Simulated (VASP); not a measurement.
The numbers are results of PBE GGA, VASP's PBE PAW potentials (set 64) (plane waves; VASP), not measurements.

VASP ran on this input.

**KPOINTS**
```
Automatic mesh
0
Gamma
7 7 7
0 0 0
```

### POSCAR
```
HfO2
1.0
  0.0000000000   2.5908000000   2.5908000000
  2.5908000000   0.0000000000   2.5908000000
  2.5908000000   2.5908000000   0.0000000000
Hf O
1 2
Direct
  0.0000000000   0.0000000000   0.0000000000
  0.2500000000   0.2500000000   0.2500000000
  0.7500000000   0.7500000000   0.7500000000
```

### INCAR
```
! general
SYSTEM  = HfO2
PREC    = Accurate
ENCUT   = 520
LREAL   = F
LASPH   = T

! electronic loop
EDIFF   = 1E-6
NELM    = 100
ALGO    = Normal
LMAXMIX = 6

! smearing
ISMEAR  = 0
SIGMA   = 0.05

! functional
GGA     = PE

! ions
ISIF    = 2

! output
LWAVE   = F
LCHARG  = F
```

POTCAR, in this order: Hf_pv O (PBE.64 set). Program: vasp_std.

Output of the run:

**OSZICAR**
```
       N       E                     dE             d eps       ncg     rms          rms(c)
DAV:   1     0.977141266103E+02    0.97714E+02   -0.13111E+04   600   0.145E+03
DAV:   2    -0.320904001650E+02   -0.12980E+03   -0.12693E+03   783   0.312E+02
DAV:   3    -0.360472862695E+02   -0.39569E+01   -0.39535E+01   768   0.536E+01
DAV:   4    -0.360701379786E+02   -0.22852E-01   -0.22849E-01   726   0.450E+00
DAV:   5    -0.360703391794E+02   -0.20120E-03   -0.20119E-03   789   0.383E-01    0.420E+01
DAV:   6    -0.303303898172E+02    0.57399E+01   -0.32180E+01   691   0.382E+01    0.394E+01
DAV:   7    -0.302009708135E+02    0.12942E+00   -0.85787E-01   712   0.838E+00    0.275E+01
DAV:   8    -0.301666173528E+02    0.34353E-01   -0.33725E-01   754   0.585E+00    0.610E+00
DAV:   9    -0.301512222373E+02    0.15395E-01   -0.56172E-02   691   0.218E+00    0.166E+00
DAV:  10    -0.301513813296E+02   -0.15909E-03   -0.49928E-03   839   0.545E-01    0.341E-01
DAV:  11    -0.301513429168E+02    0.38413E-04   -0.30205E-04   698   0.139E-01    0.227E-01
DAV:  12    -0.301513596695E+02   -0.16753E-04   -0.64787E-05   754   0.604E-02    0.709E-02
DAV:  13    -0.301513604340E+02   -0.76451E-06   -0.27286E-06   751   0.120E-02
   1 F= -.30151360E+02 E0= -.30151360E+02  d E =-.685227E-18
```

File OUTCAR:
```
------------------------ aborting loop because EDIFF is reached ----------------------------------------
  FORCE on cell =-STRESS in cart. coord.  units (eV):
  Direction    XX          YY          ZZ          XY          YZ          ZX
  --------------------------------------------------------------------------------------
  Total       -3.0525670     -3.0525670     -3.0525670      0.0000000      0.0000000     -0.0000000
  in kB     -140.6190394   -140.6190394   -140.6190394      0.0000000      0.0000000     -0.0000000
  external PRESSURE =    -140.6190394 kB  Pullay stress =       0.0000000 kB
  volume of cell :       34.78
      direct lattice vectors                 reciprocal lattice vectors
     0.000000000  2.590800000  2.590800000    -0.192990582  0.192990582  0.192990582
     2.590800000  0.000000000  2.590800000     0.192990582 -0.192990582  0.192990582
     2.590800000  2.590800000  0.000000000     0.192990582  0.192990582 -0.192990582
 POSITION                                       TOTAL-FORCE (eV/Angst)
 -----------------------------------------------------------------------------------
      0.00000      0.00000      0.00000         0.000000      0.000000      0.000000
      1.29540      1.29540      1.29540        -0.000000     -0.000000     -0.000000
      3.88620      3.88620      3.88620         0.000000      0.000000      0.000000
 -----------------------------------------------------------------------------------
    total drift:                                0.000000      0.000000      0.000000
  FREE ENERGIE OF THE ION-ELECTRON SYSTEM (eV)
  ---------------------------------------------------
  free  energy   TOTEN  =       -30.1513604340 eV

  energy  without entropy=      -30.1513604340  energy(sigma->0) =      -30.15136043
```
(Selected blocks of OUTCAR.)

The compound is HfO2 in the fluorite structure, the high-temperature cubic form, which is unstable at 0 K; the monoclinic form is the stable one. The cell was not relaxed at this level.
